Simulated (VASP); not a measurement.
Data:

```
CELL_PARAMETERS angstrom
      1.57000    -2.71932     0.00000
      1.57000     2.71932     0.00000
      0.00000     0.00000     3.48000
ATOMIC_POSITIONS crystal
  Hf 0.00000 0.00000 0.00000
  B  0.33333 0.66667 0.50000
  B  0.66667 0.33333 0.50000
```

Method: PBE GGA, VASP's PBE PAW potentials (set 64) (plane waves; VASP). Run with 520 eV cut-off, 10×10×8 Monkhorst-Pack mesh, first-order Methfessel-Paxton smearing of 0.10 eV, potentials Hf_pv B.

Q: Give the stress tensor in GPa (positive for a compressed cell).

A: 
```
1.11  0.00  0.00
0.00  1.11  0.00
0.00  0.00  0.68
```
The pressure is its mean diagonal, 0.97 GPa.

The compound is HfB2 in the AlB2 type structure. The cell was not relaxed at this level. The run is one of a series of settings (KPOINTS 10×10×8 Monkhorst-Pack mesh against the base run), some of them coarse on purpose.
